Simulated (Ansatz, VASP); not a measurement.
# Cross-check of BN between VASP and Ansatz

One calculation is typed for both programs; each brings its own data sets. How far apart do they land? The cell is taken from a series of runs on this material, whose earlier steps may have relaxed, scaled, displaced or heated it; both programs get it as it stands.

Calculated with Ansatz 0.2.0; plane waves, with VASP 6.6.1 beside it; relaxation of cell and atoms at LDA.

**1. The structure**

The structure is hexagonal, space group P6_3mc (No. 186). The conventional cell has a = 2.523 Å, b = 2.523 Å, c = 4.176 Å, α = 90.00°, β = 90.00°, γ = 120.00°. Nearest to B lie 4 N at 1.55 to 1.56 Å. Nearest to N lie 4 B at 1.55 to 1.56 Å. Farther neighbours and most contacts between anions are not listed.

Structure file:

```cif
data_structure
_symmetry_space_group_name_H-M 'P 1'
_symmetry_Int_Tables_number 1
_cell_length_a 2.5232
_cell_length_b 2.5232
_cell_length_c 4.1760
_cell_angle_alpha 90.000
_cell_angle_beta 90.000
_cell_angle_gamma 120.000
_cell_volume 23.02
loop_
_atom_site_label
_atom_site_type_symbol
_atom_site_fract_x
_atom_site_fract_y
_atom_site_fract_z
_atom_site_occupancy
B1 B 0.66667 0.33333 0.99968 1
B2 B 0.33333 0.66667 0.49968 1
N3 N 0.66667 0.33333 0.62532 1
N4 N 0.33333 0.66667 0.12532 1
```

**2. Ansatz: relaxation of cell and atoms, LDA**

Ansatz runs on norm-conserving files, of PseudoDojo where its log says so.

The relaxed volume is the usual yardstick between codes: in a stiff, nearly cubic crystal its relative difference is about their pressure difference at one cell divided by the bulk modulus.

Input file input.yaml:

```yaml
crystal:
  lattice:
    - [2.5231767901, 0.0, 0.0]
    - [-1.2615883951, 2.1851351985, 0.0]
    - [0.0, 0.0, 4.1760278891]
  atoms:
    - { symbol: B, position: [0.6666666667, 0.3333333333, 0.9996842356] }
    - { symbol: B, position: [0.3333333333, 0.6666666667, 0.4996842356] }
    - { symbol: "N", position: [0.6666666667, 0.3333333333, 0.6253157644] }
    - { symbol: "N", position: [0.3333333333, 0.6666666667, 0.1253157644] }
kpoints:
  mp_grid: { grid: [9, 9, 6] }
hamiltonian:
  xc: lda
  pseudopotentials: { kind: nc, accuracy: standard }
scf:
  occupations: { method: gaussian, width: 0.02 }
output:
  forces: true
  stress: true
  eigenvalues: true
relax:
  adjacent_minimum: "off"
  f_tol: 0.003
  max_steps: 80
  cell: { stress_tol: 0.03 }
```

Run with:

```console
$ ansatz run input.yaml --threads 8 --pin off --max-ram 16384MiB --backend cpu --events-out ev --progress --plain --runs-dir out
```

Numbers of over 12 decimals in the logs are rounded to 6 here.

The log of the run:

```text
Engine: ansatz 0.2.0, x86_64-unknown-linux-gnu
Pseudopotentials: kind: nc
Pseudopotential: B, nc, valence charge 3, recommended cutoff 1034.032677 eV (normal), B.nc.azcp (PseudoDojo's, or run here from an input of PseudoDojo's; its table is named by hamiltonian.pseudopotentials.accuracy)
Pseudopotential: N, nc, valence charge 5, recommended cutoff 1142.878222 eV (normal), N.nc.azcp (PseudoDojo's, or run here from an input of PseudoDojo's; its table is named by hamiltonian.pseudopotentials.accuracy)
Functional definition: SPW92
  exchange = slater_x
  correlation = pw_c
Crystal: 4 atoms, lattice volume = 23.024 Å³
Basis set: ecut = 1142.878222 eV, 1997 PW (Γ)
Bands: 12, of which v1, the nominal top of the filled ones, is band 8 counted from 1 (7 counted from 0)
Symmetry: 12 space group operations
Space group: P63mc (ITA 186), of the structure as read, at distance tolerance 2.8e-5 Å
k-points: 48 of 486 (time reversal used)
Non-local potential: B, projectors of the file, l = 0: 2, l = 1: 2
Non-local potential: N, projectors of the file, l = 0: 2, l = 1: 2
Initial density: superposition of atomic densities (chi_scale 0.1, normalization cell, long waves kept (reshape's long-wave potential 0.00 eV rms))
Initial wavefunctions: pseudopotential atomic-orbital guess
Functional: x = slater, c = lda
SCF iter   1: F=—  HF=-732.299252 eV  |F-HF|=—  |Δ(HF+E_count)|=         —  Δρ=1.58e-1  dr2=4.56e0  ethr=3.10e-3  ⟨swp⟩=6.1  Hψ=3925  notcnv=0
preconditioner: auto → none  [insulator: Δε(μ)=6.757 eV  Ē_g=18.458 eV  σ=0.020 eV  W_gap=1.00  n_scr=2 (ndim 8)  ℏωp=31.0 eV  f_vac=0.000  D(μ)=0.00/eV (n_scr^D=0)  ε∞_Penn≈3.8]
SCF iter   2: F=—  HF=-730.777993 eV  |F-HF|=—  |Δ(HF+E_count)|=    1.52e0  Δρ=6.20e-2  dr2=5.07e-1  ethr=3.10e-3  ⟨swp⟩=3.0  Hψ=1714  notcnv=0
SCF iter   3: F=—  HF=-730.622738 eV  |F-HF|=—  |Δ(HF+E_count)|=   1.55e-1  Δρ=2.12e-2  dr2=6.66e-2  ethr=3.10e-3  ⟨swp⟩=2.7  Hψ=1112  notcnv=0
SCF iter   4: F=—  HF=-730.601377 eV  |F-HF|=—  |Δ(HF+E_count)|=   2.14e-2  Δρ=2.84e-3  dr2=6.43e-4  ethr=4.16e-4  ⟨swp⟩=2.9  Hψ=1146  notcnv=0
SCF iter   5: F=—  HF=-730.601282 eV  |F-HF|=—  |Δ(HF+E_count)|=   9.50e-5  Δρ=1.62e-4  dr2=2.86e-6  ethr=4.02e-6  ⟨swp⟩=2.1  Hψ=857  notcnv=0
SCF iter   6: F=—  HF=-730.601281 eV  |F-HF|=—  |Δ(HF+E_count)|=   1.13e-6  Δρ=2.34e-5  dr2=3.22e-8  ethr=6.25e-10  ⟨swp⟩=7.1  Hψ=3379  notcnv=0
SCF iter   7: F=-730.601281 eV  HF=-730.601281 eV  |F-HF|=1.22e-9  |Δ(HF+E_count)|=   1.07e-9  Δρ=3.17e-6  dr2=1.56e-9  ethr=2.01e-10  ⟨swp⟩=2.6  Hψ=2195  notcnv=0
SCF 1 converged in 7 iterations: F = -730.601281 eV  dr2 = 1.56e-9
relax step   1: F+E_penalty+E_count = -730.60128091 eV  Δ(F+E_penalty+E_count) = +0.000e0 eV  max|allowed force component| = 4.938e-4 eV/Å  Δτ_max = 0.0000 Å  P = +0.278 GPa  Ω = 23.024 Å³  (7 SCF iters, dr2 threshold 1.00e-7 eV, accepted)
[...]
relax step   2: F+E_penalty+E_count = -730.60129679 eV  Δ(F+E_penalty+E_count) = -1.588e-5 eV  max|allowed force component| = 4.724e-3 eV/Å  Δτ_max = 0.0001 Å  P = +0.124 GPa  Ω = 23.034 Å³  energy of the carried Pulay correction = -1.335e-6 eV  (2 SCF iters, dr2 threshold 4.00e-7 eV, accepted)
[...]
relax step   3: F+E_penalty+E_count = -730.60129908 eV  Δ(F+E_penalty+E_count) = -2.291e-6 eV  max|allowed force component| = 2.314e-3 eV/Å  Δτ_max = 0.0000 Å  P = +0.008 GPa  Ω = 23.040 Å³  energy of the carried Pulay correction = -2.292e-6 eV  (3 SCF iters, dr2 threshold 4.66e-8 eV, accepted)
[...]
relax step   4: F+E_penalty+E_count = -730.60130150 eV  Δ(F+E_penalty+E_count) = -2.413e-6 eV  max|allowed force component| = 2.308e-3 eV/Å  Δτ_max = 0.0000 Å  P = +0.007 GPa  Ω = 23.040 Å³  stress off target by 1.07e-2 GPa  SCF on the basis re-selected at this cell (its energy is not comparable with the rows above)  (4 SCF iters)
basis re-selected at this cell: Δ(F+E_penalty+E_count) = -2.413e-6 eV, ΔP = -0.001 GPa vs the last step (what re-selecting the basis moved, of the pressure what is left beyond the Pulay correction that the steps carried, after the strain that the cell walked since its last selection, with what the two solves' SCF thresholds leave and, on support functions, any second-order correction that the steps lacked; it is no m [...]
SCF converged after 4 iterations
Free energy (F): -730.601301 eV
Harris-Foulkes:  -730.601301 eV  (|F-HF|=3.41e-13)
Internal energy: -730.601301 eV  (E = F + TS)
E sigma→0 (E₀):  -730.601301 eV
Fermi energy:    13.973666 eV
--- Per-component energies (eV) ---
  E_band       = 53.889810
  E_kinetic    = 518.219446
  E_local      = -320.896395  (includes V_loc(G=0)·N_el)
  E_nonlocal   = -64.274184
  E_hartree    = 96.104097
  E_xc         = -237.895233
  E_vxc        = -271.367263  (∫ρ·V_xc dr)
  E_ewald      = -721.859032
  E_smearing   = -0.000000  (= −TS)
  E_closure    = -0.000000  (closes the sum)
  Σ components = -730.601301   (vs F -730.601301, Δ=0.00e0)
--- Forces (eV/Å), atoms counted from 1 ---
  atom   1  B     -0.00000000     0.00000000    -0.00230848
  atom   2  B      0.00000000    -0.00000000    -0.00230848
  atom   3  N     -0.00000000     0.00000000     0.00230835
  atom   4  N      0.00000000     0.00000000     0.00230835
  max |Σ_I F_I| component: 2.48e-7 eV/Å
--- Stress (GPa, compression-positive) ---
        0.010735      -0.000000      -0.000000
       -0.000000       0.010735      -0.000000
       -0.000000      -0.000000       0.000640
  P = ⅓ Tr σ = 0.0074 GPa (0.074 kbar)
--- Band table (eV; the first three rows and the last of 48) ---
  k-point 0: bands = [... 4 lower, 9.2902, 11.1839, 11.4774, 11.4774, 19.8847, 19.8847, 20.1610, 21.4565]
  k-point 1: bands = [... 4 lower, 9.4110, 10.2858, 11.2951, 11.2951, 20.0893, 20.0893, 20.5101, 21.4289]
  k-point 2: bands = [... 4 lower, 9.7551, 9.7551, 10.8318, 10.8318, 20.6568, 20.6568, 20.9920, 21.3529]
  k-point 47: bands = [... 4 lower, 3.4626, 3.4626, 8.3442, 8.3442, 21.0423, 21.0423, 21.6073, 21.6073]
--- Relaxed structure (3 steps of the walk, 3 accepted, 1 SCFs on fresh bases) ---
  F+E_penalty+E_count = -730.60130150 eV   max|allowed force component| = 2.308e-3 eV/Å   (the final SCF, on the basis selected at the relaxed cell)
  cell:  # Å, volume = 23.0402 Å³
    - [2.524060, 2.8877573636024995e-11, 0]
    - [-1.262030, 2.185900, 0]
    - [0, 0, 4.175963]
  atoms:
    - { symbol: B, position: [0.666667, 0.333333, 0.999704] }
    - { symbol: B, position: [0.333333, 0.666667, 0.499704] }
    - { symbol: N, position: [0.666667, 0.333333, 0.625296] }
    - { symbol: N, position: [0.333333, 0.666667, 0.125296] }
```

**3. VASP: relaxation of cell and atoms, LDA**

The same cell, functional (in two slightly different forms), mesh and smearing now go to VASP, with its own data sets.

Lines of VASP's logs that name or quote its potential files are left out, and so is its time.

Input file INCAR:

```
SYSTEM = BN
PREC = Accurate
ENCUT = 600
EDIFF = 1E-07
NELM = 120
ISMEAR = 0
SIGMA = 0.02
LREAL = .FALSE.
ALGO = Normal
GGA = CA
NBANDS = 14
LORBIT = 11
LWAVE = .FALSE.
LCHARG = .FALSE.
ISIF = 3
IBRION = 2
NSW = 80
EDIFFG = -0.005
LASPH = .TRUE.
GGA_COMPAT = .FALSE.
NELMIN = 4
EFERMI = MIDGAP
KPAR = 2
```

Input file POSCAR:

```
BN
1.0
    2.5231770000      0.0000000000      0.0000000000
   -1.2615880000      2.1851350000      0.0000000000
    0.0000000000      0.0000000000      4.1760280000
B N
2 2
Direct
    0.6666663262      0.3333331808      0.9996841496
    0.3333332775      0.6666668192      0.4996841496
    0.6666663262      0.3333331808      0.6253157306
    0.3333332775      0.6666668192      0.1253157306
```

Input file KPOINTS:

```
Automatic mesh
0
Gamma
9 9 6
0 0 0
```

Potentials, in the order of the species: B and N (LDA family, release 64).

Run with:

```console
$ mpirun -np 2 vasp_std
```

The log of the run:

```text
[banner, memory and clock lines left out]
running    2 mpi-ranks, on    1 nodes
 distrk:  each k-point on    1 cores,    2 groups
 distr:  one band on    1 cores,    1 groups

 POSCAR found type information on POSCAR B N
 POSCAR found :  2 types and       4 ions
 LDA part: xc-table for (Slater(with rela. corr.)+CA(PZ))
 , standard interpolation
 POSCAR, INCAR and KPOINTS ok, starting setup
 FFT: planning ... GRIDC
 FFT: planning ... GRID_SOFT
 FFT: planning ... GRID
 WAVECAR not read
 entering main loop
       N       E                     dE             d eps       ncg     rms          rms(c)
DAV:   1     0.455806716447E+02    0.45581E+02   -0.92677E+03  1344   0.124E+03
DAV:   2    -0.384777998163E+02   -0.84058E+02   -0.78135E+02  1810   0.255E+02
DAV:   3    -0.411215114871E+02   -0.26437E+01   -0.26337E+01  1884   0.426E+01
DAV:   4    -0.411326168528E+02   -0.11105E-01   -0.11105E-01  1404   0.305E+00
DAV:   5    -0.411327053293E+02   -0.88476E-04   -0.88472E-04  1836   0.235E-01    0.939E+00
DAV:   6    -0.390565678868E+02    0.20761E+01   -0.40185E+00  1668   0.162E+01    0.434E+00
DAV:   7    -0.388265605593E+02    0.23001E+00   -0.26541E-01  1548   0.430E+00    0.257E+00
DAV:   8    -0.387617454236E+02    0.64815E-01   -0.89808E-02  1524   0.237E+00    0.241E-01
DAV:   9    -0.387605142400E+02    0.12312E-02   -0.26588E-03  1698   0.490E-01    0.134E-01
DAV:  10    -0.387604730241E+02    0.41216E-04   -0.14762E-04  1596   0.115E-01    0.189E-02
DAV:  11    -0.387604701316E+02    0.28925E-05   -0.19833E-05  1686   0.372E-02    0.108E-02
DAV:  12    -0.387604700459E+02    0.85735E-07   -0.16719E-06  1728   0.120E-02    0.104E-03
DAV:  13    -0.387604700422E+02    0.36912E-08   -0.38716E-08   966   0.203E-03
   1 F= -.38760470E+02 E0= -.38760470E+02  d E =-.387605E+02
 curvature:   0.00 expect dE= 0.000E+00 dE for cont linesearch  0.000E+00
 trial: gam= 0.00000 g(F)=  0.216E-06 g(S)=  0.319E-03 ort = 0.000E+00 (trialstep = 0.100E+01)
 search vector abs. value=  0.319E-03
 bond charge predicted
       N       E                     dE             d eps       ncg     rms          rms(c)
DAV:   1    -0.387608407737E+02   -0.37073E-03   -0.10076E-02  1614   0.101E+00    0.136E-01
DAV:   2    -0.387604874225E+02    0.35335E-03   -0.74740E-04  1518   0.255E-01    0.415E-02
DAV:   3    -0.387604650732E+02    0.22349E-04   -0.67478E-05  1686   0.691E-02    0.140E-02
DAV:   4    -0.387604597883E+02    0.52850E-05   -0.33114E-06  1644   0.171E-02    0.636E-03
DAV:   5    -0.387604589994E+02    0.78890E-06   -0.91785E-07  1656   0.768E-03    0.294E-03
DAV:   6    -0.387604589851E+02    0.14257E-07   -0.35519E-08   786   0.179E-03
   2 F= -.38760459E+02 E0= -.38760459E+02  d E =0.110571E-04
 trial-energy change:    0.000011  1 .order    0.000012   -0.000319    0.000344
 step:   0.4842(harm=  0.4815)  dis= 0.00002  next Energy=   -38.760547 (dE=-0.774E-04)
 bond charge predicted
       N       E                     dE             d eps       ncg     rms          rms(c)
DAV:   1    -0.387606485521E+02   -0.18955E-03   -0.26766E-03  1596   0.519E-01    0.703E-02
DAV:   2    -0.387605547443E+02    0.93808E-04   -0.19769E-04  1530   0.131E-01    0.215E-02
DAV:   3    -0.387605487828E+02    0.59615E-05   -0.17973E-05  1686   0.357E-02    0.719E-03
DAV:   4    -0.387605473932E+02    0.13897E-05   -0.87650E-07  1632   0.881E-03    0.328E-03
DAV:   5    -0.387605471888E+02    0.20434E-06   -0.24432E-07  1476   0.396E-03    0.152E-03
DAV:   6    -0.387605471864E+02    0.24154E-08   -0.94483E-09   726   0.924E-04
   3 F= -.38760547E+02 E0= -.38760547E+02  d E =-.771442E-04
 curvature:  -0.24 expect dE=-0.213E-06 dE for cont linesearch -0.594E-09
 trial: gam= 0.00555 g(F)=  0.491E-06 g(S)=  0.393E-06 ort =-0.887E-06 (trialstep = 0.897E+00)
 search vector abs. value=  0.884E-06
 reached required accuracy - stopping structural energy minimisation
```

From OUTCAR (step 3):

```text
ion  position               nearest neighbor table
   1  0.667  0.333  1.000-   4 1.55   4 1.55   4 1.55   3 1.56
   2  0.333  0.667  0.500-   3 1.55   3 1.55   3 1.55   4 1.56
   3  0.667  0.333  0.625-   2 1.55   2 1.55   2 1.55   1 1.56
   4  0.333  0.667  0.125-   1 1.55   1 1.55   1 1.55   2 1.56

  LATTYP: Found a hexagonal cell.
 ALAT       =     2.5231770000
 C/A-ratio  =     1.6550674011

 Subroutine GETGRP returns: Found 12 space group operations
 (whereof  6 operations were pure point group operations)

The static configuration has the point symmetry C_3v.
 The point group associated with its full space group is C_6v.

 Found     48 irreducible k-points:

   k-points           NKPTS =     48   k-points in BZ     NKDIM =     48   number of bands    NBANDS=     14

   dimension x,y,z NGX =    20 NGY =   20 NGZ =   36
   dimension x,y,z NGXF=    40 NGYF=   40 NGZF=   72

   ENCUT  =  600.0 eV  44.10 Ry    6.64 a.u.   5.04  5.04  8.34*2*pi/ulx,y,z

   NELECT =      16.0000    total number of electrons

 k-points in reciprocal lattice and weights: Automatic mesh
   0.00000000  0.00000000  0.00000000       0.002
   0.11111111  0.00000000  0.00000000       0.012
   0.22222222  0.00000000  0.00000000       0.012
   0.33333333  0.00000000  0.00000000       0.012
   0.44444444  0.00000000  0.00000000       0.012
   0.11111111  0.11111111  0.00000000       0.012
   0.22222222  0.11111111  0.00000000       0.025
   0.33333333  0.11111111  0.00000000       0.025
   0.44444444  0.11111111  0.00000000       0.012
[...]
0.33333333  0.22222222  0.50000000       0.025
   0.33333333  0.33333333  0.50000000       0.004

 average (electrostatic) potential at core
       1 -29.2401       2 -29.2401       3 -59.8220       4 -59.8220

 E-fermi :  10.3142

 k-point     1 :       0.0000    0.0000    0.0000
  band No.  band energies     occupation
    ...
      4       5.6767      2.00000
      5       5.6767      2.00000
      6       7.5643      2.00000
      7       7.8613      2.00000
      8       7.8613      2.00000
      9      16.1943      0.00000
     10      16.1943      0.00000
     11      16.4765      0.00000
     12      17.7686      0.00000
     13      19.0611      0.00000
    ...

 k-point     2 :       0.1111    0.0000    0.0000
  band No.  band energies     occupation
    ...
      4       4.4942      2.00000
      5       5.1818      2.00000
      6       6.8866      2.00000
      7       7.2921      2.00000
      8       7.5757      2.00000
      9      15.8428      0.00000
     10      16.7255      0.00000
     11      16.8655      0.00000
     12      18.5432      0.00000
     13      19.6255      0.00000
    ...

 k-point     3 :       0.2222    0.0000    0.0000
  band No.  band energies     occupation
    ...
      4       1.9625      2.00000
      5       4.1817      2.00000
      6       4.7014      2.00000
      7       6.4704      2.00000
      8       6.8737      2.00000
      9      15.2872      0.00000
     10      17.2720      0.00000
     11      17.7467      0.00000
     12      19.0757      0.00000
     13      20.3978      0.00000
    ...

  Total        0.0012957      0.0012957     -0.0054029      0.0000000      0.0000000      0.0000000
  in kB        0.0900179      0.0900179     -0.3753559      0.0000000      0.0000000      0.0000000
  external PRESSURE =      -0.0651067 kB  Pullay stress =       0.0000000 kB

  energy-cutoff  :      600.00
  volume of cell :       23.06
      direct lattice vectors                 reciprocal lattice vectors
     2.524713142  0.000000000  0.000000000     0.396084602  0.228679501 -0.000000000
    -1.262356070  2.186465337  0.000000000    -0.000000000  0.457359183  0.000000000
     0.000000000  0.000000000  4.177701425     0.000000000 -0.000000000  0.239366077

 POSITION                                       TOTAL-FORCE (eV/Angst)
 -----------------------------------------------------------------------------------
      1.26236      0.72882      4.17641         0.000000     -0.000000      0.001596
      0.00000      1.45764      2.08756         0.000000     -0.000000      0.001596
      1.26236      0.72882      2.61236         0.000000     -0.000000     -0.001596
      0.00000      1.45764      0.52351        -0.000000      0.000000     -0.001596
 -----------------------------------------------------------------------------------
    total drift:                                0.000531     -0.000047      0.000052

  FREE ENERGIE OF THE ION-ELECTRON SYSTEM (eV)
  ---------------------------------------------------
  free  energy   TOTEN  =       -38.7605471864 eV

  energy  without entropy=      -38.7605471864  energy(sigma->0) =      -38.76054719

 reached required accuracy - stopping structural energy minimisation

 total charge
# of ion       s       p       d       tot
------------------------------------------
    1        0.681   1.405   0.000   2.086
    2        0.681   1.405   0.000   2.086
    3        1.201   2.756   0.000   3.957
    4        1.201   2.756   0.000   3.957
--------------------------------------------------
tot          3.765   8.322   0.000  12.087

[... 3 further parts left out ...]
```

CONTCAR:

```
BN
   1.00000000000000
     2.5247131415279749    0.0000000003514980    0.0000000000000000
    -1.2623560701551750    2.1864653367167928    0.0000000000000000
     0.0000000000000000    0.0000000000000000    4.1777014253970899
  B               N
     2     2
Direct
     0.6666663262000014    0.3333331807999969    0.9996900751470033
     0.3333332775000031    0.6666668192000031    0.4996900751470033
     0.6666663262000014    0.3333331807999969    0.6253098050529975
     0.3333332775000031    0.6666668192000031    0.1253098050529975
```

**4. Comparison**

Known differences besides the potentials themselves: the two LDA forms differ slightly; the cutoff is 1142.88 eV in Ansatz and 600 eV in VASP; VASP's log shows a relativistic correction to its local exchange, Ansatz's none; Ansatz adds a Pulay correction to the stress that steers its cell, VASP none. Total energies have different zeros and are not compared.

Compared:

```
                                         quantity  Ansatz   VASP  difference
                                      volume (Å³)   23.04  23.06     -0.09 %
edge a after relaxation, in the typed setting (Å)   2.524  2.525     -0.02 %
edge c after relaxation, in the typed setting (Å)   4.176  4.178     -0.04 %
```

**5. Outcome**

- difference in volume (relaxation of cell and atoms, LDA): -0.093 %

**Reading.** The difference in volume is -0.093 % (relaxation of cell and atoms, LDA), within the 1.2 % picked in this series as the mark of a large difference, as far as the stopping tolerances let one tell. How closely two codes agree says nothing of how well the functional describes the real material.

[Lines on the potential files, build, host, timing and source positions are cut from VASP's logs without a mark.]

[Logs are printed without paths, hosts, clocks, repeated set-up lines and the standing remarks that a program may print on its own settings, such as how far it seeks lower states.]

[Hosts, paths, dates, database ids (printed as entryN), source tags and the programs' standing remarks are cut or masked in the printed files.]
